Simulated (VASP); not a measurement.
```
CELL_PARAMETERS angstrom
      2.00912    -3.32165     0.00000
      2.00912     3.32165     0.00000
      0.00000     0.00000     5.12339
ATOMIC_POSITIONS crystal
  Ni 0.00000 0.00000 0.50000
  Ni 0.00000 0.00000 0.00000
  Sb 0.33333 0.66667 0.25000
  Sb 0.67971 0.34637 0.75000
```

Method: PBE GGA + U (Dudarev), VASP's PBE PAW potentials (set 64) (plane waves; VASP). Run with 400 eV cut-off, 8×8×6 Γ-centred mesh, first-order Methfessel-Paxton smearing of 0.10 eV, potentials Ni Sb, U − J: Ni 2.00 eV.

Which forces act on the atoms, in eV/Å?

| atom | Fx | Fy | Fz |
|---|---|---|---|
| Ni1 | 0.148 | 0.011 | -0.011 |
| Ni2 | 0.148 | 0.011 | 0.011 |
| Sb3 | 0.028 | -0.307 | 0.000 |
| Sb4 | -0.325 | 0.286 | 0.000 |

Give the stress tensor in GPa (positive for a compressed cell).

```
-1.25   0.73   0.00
 0.73   5.16   0.00
 0.00   0.00   1.86
```
The pressure is its mean diagonal, 1.92 GPa.

The compound is NiSb in the NiAs type structure. The cell was not relaxed at this level, atoms are displaced from their ideal sites. The run is one of a series of settings (LDAU = .TRUE., LDAUJ = 0 0, LDAUL = 2 -1, LDAUTYPE = 2, LDAUU = 2.0 0 against the base run), some of them coarse on purpose. The run is not spin-polarised, so no magnetic state was tried.
